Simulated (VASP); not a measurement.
# MgCd2S3 (Cmc2_1) in VASP: band structure with PBE

Aim: the band structure of MgCd2S3 with PBE.

Program: VASP 6.6.1. These are calculated values, not measurements. Logs are shortened: lines on timing, memory, paths and dates and some standing lists are left out, and cuts for length are marked.

## (1) The structure

Symmetry: Cmc2_1, No. 36, orthorhombic system. The conventional cell has a = 12.435 Å, b = 7.179 Å, c = 6.736 Å, α = 90.00°, β = 90.00°, γ = 90.00°. Mg (site symmetry m) is surrounded by 4 S at 2.46 to 2.47 Å. Around Cd (site symmetry 1) lie 4 S at 2.57 to 2.58 Å. S (site symmetry 1) has 1 Mg at 2.46 Å and 3 Cd at 2.57 to 2.58 Å as nearest neighbours. S (site symmetry m) has 2 Mg at 2.46 to 2.47 Å and 2 Cd at 2.57 Å as nearest neighbours.

The cell was built by a generator and needn't be a form met in nature.

## (2) Band structure, PBE

INCAR

```
ALGO = Normal
EDIFF = 1E-6
ENCUT = 520
GGA = PE
ISIF = 2
ISMEAR = 0
KPAR = 2
LASPH = T
LCHARG = F
LREAL = F
LWAVE = F
NELM = 100
PREC = Accurate
SIGMA = 0.03
```

KPOINTS

```
k-points
0
Gamma
  4 4 4
```

POSCAR

```
MgCd2S3
1.0
    6.2173100000     -3.5892600000      0.0000000000
    6.2173100000      3.5892600000      0.0000000000
    0.0000000000      0.0000000000      6.7363900000
Mg Cd S
2 4 6
Direct
    0.8362340000      0.1637660000      0.0001360000
    0.1637660000      0.8362340000      0.5001360000
    0.1664250000      0.5033270000      0.9984420000
    0.8335750000      0.4966730000      0.4984420000
    0.4966730000      0.8335750000      0.9984420000
    0.5033270000      0.1664250000      0.4984420000
    0.1667050000      0.5105060000      0.3808160000
    0.8332950000      0.4894940000      0.8808160000
    0.8443040000      0.1556960000      0.3664400000
    0.1556960000      0.8443040000      0.8664400000
    0.4894940000      0.8332950000      0.3808160000
    0.5105060000      0.1667050000      0.8808160000
```

KPOINTS_OPT

```
path GXSRAZGYX1A1TY,ZT
20
line-mode
reciprocal
 0.0000000000  0.0000000000  0.0000000000  G
 0.3333262383  0.6666524767  0.0000000000  X

 0.3333262383  0.6666524767  0.0000000000  X
 0.5000000000  0.5000000000  0.0000000000  S

 0.5000000000  0.5000000000  0.0000000000  S
 0.5000000000  0.5000000000 -0.5000000000  R

 0.5000000000  0.5000000000 -0.5000000000  R
 0.3333262383  0.6666524767 -0.5000000000  A

 0.3333262383  0.6666524767 -0.5000000000  A
 0.0000000000  0.0000000000 -0.5000000000  Z

 0.0000000000  0.0000000000 -0.5000000000  Z
 0.0000000000  0.0000000000  0.0000000000  G

 0.0000000000  0.0000000000  0.0000000000  G
 0.5000000000  0.0000000000  0.0000000000  Y

 0.5000000000  0.0000000000  0.0000000000  Y
 0.6666737617  0.3333475233  0.0000000000  X1

 0.6666737617  0.3333475233  0.0000000000  X1
 0.6666737617  0.3333475233 -0.5000000000  A1

 0.6666737617  0.3333475233 -0.5000000000  A1
 0.5000000000  0.0000000000 -0.5000000000  T

 0.5000000000  0.0000000000 -0.5000000000  T
 0.5000000000  0.0000000000  0.0000000000  Y

 0.0000000000  0.0000000000 -0.5000000000  Z
 0.5000000000  0.0000000000 -0.5000000000  T
```

Potentials or basis: VASP PAW PBE potentials, release 64 (Mg, Cd, S).

On the command line:

```bash
$ cat potpaw_PBE.64/Mg/POTCAR potpaw_PBE.64/Cd/POTCAR potpaw_PBE.64/S/POTCAR > POTCAR
$ mpirun -np 2 vasp_std > vasp.out
```

OUTCAR:

```text
EDIFF = 1E-6
   ENCUT = 520
   GGA = PE
   ISIF = 2
   ISMEAR = 0
   LASPH = T
   LREAL = F
   NELM = 100
   PREC = Accurate

 ion  position               nearest neighbor table
   1  0.836  0.164  0.000-   8 2.46  12 2.46  10 2.46   9 2.47
   2  0.164  0.836  0.500-   7 2.46  11 2.46   9 2.46  10 2.47
   3  0.166  0.503  0.998-   8 2.57  12 2.57  10 2.57   7 2.58
   4  0.834  0.497  0.498-   7 2.57  11 2.57   9 2.57   8 2.58
   5  0.497  0.834  0.998-  12 2.57   8 2.57  10 2.57  11 2.58
   6  0.503  0.166  0.498-  11 2.57   7 2.57   9 2.57  12 2.58
   7  0.167  0.511  0.381-   2 2.46   4 2.57   6 2.57   3 2.58
   8  0.833  0.489  0.881-   1 2.46   3 2.57   5 2.57   4 2.58
   9  0.844  0.156  0.366-   2 2.46   1 2.47   4 2.57   6 2.57
  10  0.156  0.844  0.866-   1 2.46   2 2.47   3 2.57   5 2.57
  11  0.489  0.833  0.381-   2 2.46   6 2.57   4 2.57   5 2.58
  12  0.511  0.167  0.881-   1 2.46   5 2.57   3 2.57   6 2.58

  LATTYP: Found a base centered orthorhombic cell.
 ALAT       =     7.1785200000
 B/A-ratio  =     1.7321982804
 C/A-ratio  =     0.9384093100

  Lattice vectors:

 A1 = (  -6.2173100000,  -3.5892600000,   0.0000000000)
 A2 = (   6.2173100000,  -3.5892600000,   0.0000000000)
 A3 = (   0.0000000000,   0.0000000000,   6.7363900000)

Analysis of symmetry for initial positions (statically):
=====================================================================
 Subroutine PRICEL returns:
 Original cell was already a primitive cell.

 Routine SETGRP: Setting up the symmetry group for a
 base centered orthorhombic supercell.

 Subroutine GETGRP returns: Found  4 space group operations
 (whereof  2 operations were pure point group operations)
 out of a pool of  8 trial point group operations.

The static configuration has the point symmetry C_1h.
 The point group associated with its full space group is C_2v.

Analysis of symmetry for dynamics (positions and initial velocities):
=====================================================================
 Subroutine PRICEL returns:
 Original cell was already a primitive cell.

 Routine SETGRP: Setting up the symmetry group for a
 base centered orthorhombic supercell.

 Subroutine GETGRP returns: Found  4 space group operations
 (whereof  2 operations were pure point group operations)
 out of a pool of  8 trial point group operations.

The dynamic configuration has the point symmetry C_1h.
 The point group associated with its full space group is C_2v.

 Subroutine INISYM returns: Found  4 space group operations
 (whereof  2 operations are pure point group operations),
 and found     1 'primitive' translations

----------------------------------------------------------------------------------------

                                     Primitive cell

  volume of cell :     300.6524

  direct lattice vectors                    reciprocal lattice vectors
     6.217310000 -3.589260000  0.000000000     0.080420632 -0.139304481  0.000000000
     6.217310000  3.589260000  0.000000000     0.080420632  0.139304481  0.000000000
     0.000000000  0.000000000  6.736390000     0.000000000  0.000000000  0.148447462

  length of vectors
     7.178978408  7.178978408  6.736390000     0.160851535  0.160851535  0.148447462

  position of ions in fractional coordinates (direct lattice)
     0.836234000  0.163766000  0.000136000
     0.163766000  0.836234000  0.500136000
     0.166425000  0.503327000  0.998442000
     0.833575000  0.496673000  0.498442000
     0.496673000  0.833575000  0.998442000
     0.503327000  0.166425000  0.498442000
     0.166705000  0.510506000  0.380816000
     0.833295000  0.489494000  0.880816000
     0.844304000  0.155696000  0.366440000
     0.155696000  0.844304000  0.866440000
     0.489494000  0.833295000  0.380816000
     0.510506000  0.166705000  0.880816000

  ion indices of the primitive-cell ions
   primitive index   ion index
                 1           1
                 2           2
                 3           3
                 4           4
                 5           5
                 6           6
                 7           7
                 8           8
                 9           9
                10          10
                11          11
                12          12

----------------------------------------------------------------------------------------

 KPOINTS: k-points

Automatic generation of k-mesh.
 Grid dimensions read from file:
 generate k-points for:    4    4    4

 Generating k-lattice:

  Cartesian coordinates                     Fractional coordinates (reciprocal lattice)
     0.020105158 -0.034826120  0.000000000     0.250000000  0.000000000  0.000000000
     0.020105158  0.034826120  0.000000000     0.000000000  0.250000000  0.000000000
     0.000000000  0.000000000  0.037111866     0.000000000  0.000000000  0.250000000

  Length of vectors
     0.040212884  0.040212884  0.037111866

  Shift w.r.t. Gamma in fractional coordinates (k-lattice)
     0.000000000  0.000000000  0.000000000

 Subroutine IBZKPT returns following result:
 ===========================================

 Found     21 irreducible k-points:

 Following reciprocal coordinates:
            Coordinates               Weight
  0.000000  0.000000  0.000000      1.000000
  0.250000  0.000000  0.000000      4.000000
  0.500000  0.000000  0.000000      2.000000
  0.250000  0.250000  0.000000      2.000000
  0.500000  0.250000  0.000000      4.000000
 -0.250000  0.250000  0.000000      2.000000
[... 13 lines left out ...]
 -0.250000  0.250000  0.500000      2.000000
  0.500000  0.500000  0.500000      1.000000
   k-points           NKPTS =     21   k-points in BZ     NKDIM =     21   number of bands    NBANDS=     52
   number of dos      NEDOS =    301   number of ions     NIONS =     12
   total plane-waves  NPLWV = 145800
   dimension x,y,z NGX =    54 NGY =   54 NGZ =   50
   dimension x,y,z NGXF=   108 NGYF=  108 NGZF=  100
   ions per type =               2   4   6
   NGX,Y,Z   is equivalent  to a cutoff of  12.50, 12.50, 12.34 a.u.
   NGXF,Y,Z  is equivalent  to a cutoff of  25.01, 25.01, 24.68 a.u.
 SYSTEM =  unknown system
   PREC   = accura    normal or accurate (medium, high low for compatibility)
   ISTART =      0    job   : 0-new  1-cont  2-samecut
   ICHARG =      2    charge: 1-file 2-atom 10-const
   ISPIN  =      1    spin polarized calculation?
   LNONCOLLINEAR =      F non collinear calculations
   LSORBIT =      F    spin-orbit coupling
   LASPH  =      T    aspherical Exc in radial PAW
   ENCUT  =  520.0 eV  38.22 Ry    6.18 a.u.  13.35 13.35 12.53*2*pi/ulx,y,z
   NELM   =    100;   NELMIN=  2; NELMDL= -5     # of ELM steps
   EDIFF  = 0.1E-05   stopping-criterion for ELM
   LREAL  =      F    real-space projection
   EDIFFG = 0.1E-04   stopping-criterion for IOM
   NSW    =      0    number of steps for IOM
   IBRION =     -1    ionic relax: 0-MD 1-quasi-New 2-CG
   NFREE  =      0    steps in history (QN), initial steepest desc. (CG)
   ISIF   =      2    stress and relaxation
   ISYM   =      2    0-nonsym 1-usesym 2-fastsym
   POTIM  = 0.5000    time-step for ionic-motion
   TEBEG  =    0.0;   TEEND  =   0.0 temperature during run
   PSTRESS=    0.0 pullay stress
   NELECT =      88.0000    total number of electrons
   NUPDOWN=      -1.0000    fix difference up-down
   EMIN   =  10.00;   EMAX   =-10.00  energy-range for DOS
   EFERMI =   0.00;   METHOD = LEGACY
   ISMEAR =     0;   SIGMA  =   0.03  broadening in eV -4-tet -1-fermi 0-gaus
   EFERMI_NEDOS =   21; number of points for ismear=-14 and -15
   IALGO  =     38    algorithm
   IMIX   =      4    mixing-type and parameters
     AMIX     =   0.40;   BMIX     =  1.00
     AMIX_MAG =   1.60;   BMIX_MAG =  1.00
  volume/ion in A,a.u.               =      25.05       169.08
  Fermi-wavevector in a.u.,A,eV,Ry     =   1.086962  2.054059 16.075084  1.181485
  Thomas-Fermi vector in A             =   2.223110
   LORBIT       =      0    0 simple, 1 ext, 2 COOP (PROOUT), +10 PAW based schemes
   GGA     = PE    functional components
   LHFCALC =     F    Hartree Fock is set to
   AEXX    =    0.0000 exact exchange contribution
   IVDW    =     0    specifies the selected vdW correction
   LEPSILON=     F    determine dielectric tensor
   LRPA    =     F    only Hartree local field effects (RPA)
 non-spin polarized calculation
 Gauss-broadening in eV      SIGMA  =   0.03
  energy-cutoff  :      520.00
  volume of cell :      300.65
 maximum number of plane-waves:      8125
 NGX is ok and might be reduce to    54
   NGX = 27   NGY = 27   NGZ = 25

 number of electron      87.9999996 magnetization

 Free energy of the ion-electron system (eV)
  ---------------------------------------------------
  ext. energy  EPLUGINS =         0.00000000
  ---------------------------------------------------
  free energy    TOTEN  =       -41.56535499 eV

  energy without entropy =      -41.56535499  energy(sigma->0) =      -41.56535499

 E-fermi :   1.0317     XC(G=0):  -8.7376

 val. band max:        0.9002128629   @ k =   0.0000   0.0000   0.0000
 cond. band min:       2.7250217415   @ k =   0.0000   0.0000   0.0000
 fundamental gap:      1.8248088786
 Fermi energy:         1.0317433155

 k-point     1 :       0.0000    0.0000    0.0000
  band No.  band energies     occupation
      1     -10.8827      2.00000
      2     -10.4416      2.00000
      3     -10.3429      2.00000
      4     -10.3420      2.00000
      5     -10.2803      2.00000
      6     -10.2519      2.00000
[... 44 lines left out ...]
     51       7.3819      0.00000
     52       7.4249      0.00000
[... 1098 lines left out ...]
     51       6.3066      0.00000
     52       6.3066      0.00000

------------------------ aborting loop because EDIFF is reached ----------------------------------------

  FORCE on cell =-STRESS in cart. coord.  units (eV):
  Direction    XX          YY          ZZ          XY          YZ          ZX
  --------------------------------------------------------------------------------------
  -------------------------------------------------------------------------------------
  Total        0.0761366      0.0131452      0.0353861      0.0000000      0.0000000      0.0000000
  in kB        0.4057321      0.0700508      0.1885724      0.0000000      0.0000000      0.0000000
  external PRESSURE =       0.2214518 kB  Pullay stress =       0.0000000 kB

 VOLUME and BASIS-vectors are now :
 -----------------------------------------------------------------------------
  energy-cutoff  :      520.00
  volume of cell :      300.65
      direct lattice vectors                 reciprocal lattice vectors
     6.217310000 -3.589260000  0.000000000     0.080420632 -0.139304481  0.000000000
     6.217310000  3.589260000  0.000000000     0.080420632  0.139304481  0.000000000
     0.000000000  0.000000000  6.736390000     0.000000000  0.000000000  0.148447462

 POSITION                                       TOTAL-FORCE (eV/Angst)
 -----------------------------------------------------------------------------------
      6.21731     -2.41366      0.00092         0.000000      0.004819     -0.005794
      6.21731      2.41366      3.36911         0.000000     -0.004819     -0.005794
      4.16406      1.20923      6.72589        -0.002643     -0.003101      0.003015
      8.27056     -1.20923      3.35770         0.002643      0.003101      0.003015
      8.27056      1.20923      6.72589         0.002643     -0.003101      0.003015
      4.16406     -1.20923      3.35770        -0.002643      0.003101      0.003015
      4.21043      1.23399      2.56533        -0.005843     -0.006933      0.002500
      8.22419     -1.23399      5.93352         0.005843      0.006933      0.002500
      6.21731     -2.47159      2.46848         0.000000     -0.003543     -0.005236
      6.21731      2.47159      5.83668         0.000000      0.003543     -0.005236
      8.22419      1.23399      2.56533         0.005843     -0.006933      0.002500
      4.21043     -1.23399      5.93352        -0.005843      0.006933      0.002500
 -----------------------------------------------------------------------------------
    total drift:                                0.000000      0.000000     -0.001908

  FREE ENERGIE OF THE ION-ELECTRON SYSTEM (eV)
  ---------------------------------------------------
  free  energy   TOTEN  =       -41.5653549930 eV

  energy  without entropy=      -41.5653549930  energy(sigma->0) =      -41.56535499
```

Wall time 23 min (2 MPI ranks of AMD EPYC 7R13 (Zen 3), shared host); peak memory 0.57 GiB.

Results:

- Free energy: -41.5654 eV
- Pressure: 0.0 GPa
- Largest force: 0.009 eV/Å
- Band gap on the k mesh: 1.82 eV, direct
- Band gap along the path: 1.82 eV, direct

Forces in eV/Å, atoms in the order of the input:
```
Mg   0.000  0.005 -0.006
Mg   0.000 -0.005 -0.006
Cd  -0.003 -0.003  0.003
Cd   0.003  0.003  0.003
Cd   0.003 -0.003  0.003
Cd  -0.003  0.003  0.003
S   -0.006 -0.007  0.003
S    0.006  0.007  0.003
S    0.000 -0.004 -0.005
S    0.000  0.004 -0.005
S    0.006 -0.007  0.003
S   -0.006  0.007  0.003
```

Levels at the corners of the path, in eV from the valence-band top:
```
point  band 40  band 41  band 42  band 43  band 44  band 45  band 46  band 47  band 48  band 49
    Γ    -0.56    -0.55    -0.03     0.00     0.00     1.82     3.26     4.78     4.84     5.17
    X    -0.62    -0.57    -0.51    -0.44    -0.26     3.62     3.69     3.94     4.08     4.66
    X    -0.62    -0.57    -0.51    -0.44    -0.26     3.62     3.69     3.94     4.08     4.66
    S    -0.66    -0.61    -0.60    -0.38    -0.35     3.64     3.72     3.97     4.68     4.70
    S    -0.66    -0.61    -0.60    -0.38    -0.35     3.64     3.72     3.97     4.68     4.70
    R    -1.02    -0.91    -0.91    -0.79    -0.79     3.78     3.78     4.31     4.31     4.94
    R    -1.02    -0.91    -0.91    -0.79    -0.79     3.78     3.78     4.31     4.31     4.94
    A    -0.92    -0.91    -0.91    -0.72    -0.72     3.90     3.90     3.94     3.94     4.56
    A    -0.92    -0.91    -0.91    -0.72    -0.72     3.90     3.90     3.94     3.94     4.56
    Z    -0.72    -0.28    -0.28    -0.28    -0.28     3.31     3.31     4.58     4.58     5.12
    Z    -0.72    -0.28    -0.28    -0.28    -0.28     3.31     3.31     4.58     4.58     5.12
    Γ    -0.56    -0.55    -0.03     0.00     0.00     1.82     3.26     4.78     4.84     5.17
    Γ    -0.56    -0.55    -0.03     0.00     0.00     1.82     3.26     4.78     4.84     5.17
    Y    -0.63    -0.54    -0.51    -0.48    -0.40     3.66     3.69     4.06     4.33     5.06
    Y    -0.63    -0.54    -0.51    -0.48    -0.40     3.66     3.69     4.06     4.33     5.06
   X1    -0.62    -0.57    -0.51    -0.44    -0.26     3.62     3.69     3.94     4.08     4.66
   X1    -0.62    -0.57    -0.51    -0.44    -0.26     3.62     3.69     3.94     4.08     4.66
   A1    -0.92    -0.91    -0.91    -0.72    -0.72     3.90     3.90     3.94     3.94     4.56
   A1    -0.92    -0.91    -0.91    -0.72    -0.72     3.90     3.90     3.94     3.94     4.56
    T    -0.99    -0.89    -0.89    -0.82    -0.82     3.76     3.76     4.35     4.35     4.91
    T    -0.99    -0.89    -0.89    -0.82    -0.82     3.76     3.76     4.35     4.35     4.91
    Y    -0.63    -0.54    -0.51    -0.48    -0.40     3.66     3.69     4.06     4.33     5.06
    Z    -0.72    -0.28    -0.28    -0.28    -0.28     3.31     3.31     4.58     4.58     5.12
    T    -0.99    -0.89    -0.89    -0.82    -0.82     3.76     3.76     4.35     4.35     4.91
```

Expect the measured gap to be larger: semilocal functionals such as PBE lack the derivative discontinuity.
